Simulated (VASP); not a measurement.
Here is the system:

```
GaN
1.0
    0.00000     2.24767     2.24767
    2.24767     0.00000     2.24767
    2.24767     2.24767     0.00000
Ga N
1 1
Direct
  0.00000   0.00000   0.00000
  0.25000   0.25000   0.25000
```

Method: PBEsol GGA, VASP's PBE PAW potentials (set 64) (plane waves; VASP). Run with 520 eV cut-off, Gaussian smearing of 0.050 eV, potentials Ga_d N.

### Question
What does the run give for the band gap (along the path) with the smallest direct gap where there is one?

### Answer

The band gap (along the path) comes out as 1.73 eV and the smallest direct gap (along the path) comes out as 1.73 eV.

The compound is GaN in the zinc blende structure, a metastable form; wurtzite is the usual one. It was relaxed first.
